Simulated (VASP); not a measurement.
A convergence study with VASP on BaTe (rock salt): one setting is varied, all else stays as given below, so the limit is that of these other settings.

```yaml
crystal:
  lattice:
    - [0.00000, 3.50000, 3.50000]
    - [3.50000, 0.00000, 3.50000]
    - [3.50000, 3.50000, 0.00000]
  atoms:
    - { symbol: Ba, position: [0.00000, 0.00000, 0.00000] }
    - { symbol: Te, position: [0.50000, 0.50000, 0.50000] }
```

All values below come from PBE GGA, VASP's PBE PAW potentials (set 64) (plane waves; VASP). The tightest run used: 550 eV cut-off, 15×15×15 Γ-centred mesh, Gaussian smearing of 0.050 eV, potentials Ba_sv Te.

Question: The settings run are 1×1×1 mesh; 2×2×2 mesh; 3×3×3 mesh; 4×4×4 mesh; 5×5×5 mesh; 6×6×6 mesh; 7×7×7 mesh; 8×8×8 mesh; 9×9×9 mesh; 10×10×10 mesh; 11×11×11 mesh; 12×12×12 mesh; 13×13×13 mesh; 14×14×14 mesh; 15×15×15 mesh. From which on does the stress (every component) stay within 0.5 GPa of the tightest run?

Answer: From 3×3×3 mesh on: it is off by 0.27 there and by no more than 0.5 in any finer run, while 2×2×2 mesh is off by 1.70.
```
setting        E (eV/atom)  pressure (GPa)  irreducible k-points  difference judged (GPa)
-------------  -----------  --------------  --------------------  -----------------------
1×1×1 mesh         -0.8667           16.76                     1                    15.59
2×2×2 mesh         -4.0820            2.86                     3                     1.70
3×3×3 mesh         -4.2834            1.43                     4                     0.27
4×4×4 mesh         -4.3041            1.23                     8                     0.07
5×5×5 mesh         -4.3079            1.18                    10                     0.02
6×6×6 mesh         -4.3087            1.17                    16                     0.01
7×7×7 mesh         -4.3089            1.17                    20                     0.00
8×8×8 mesh         -4.3089            1.17                    29                     0.00
9×9×9 mesh         -4.3090            1.17                    35                     0.00
10×10×10 mesh      -4.3090            1.17                    47                     0.00
11×11×11 mesh      -4.3090            1.17                    56                     0.00
12×12×12 mesh      -4.3090            1.17                    72                     0.00
13×13×13 mesh      -4.3090            1.17                    84                     0.00
14×14×14 mesh      -4.3090            1.17                   104                     0.00
15×15×15 mesh      -4.3090            1.17                   120                     0.00
```

Left out are rungs that failed or repeat a setting and relaxations that didn't move; long series are thinned to 24 rows.

The compound is BaTe in the rock salt structure. The cell was not relaxed at this level.
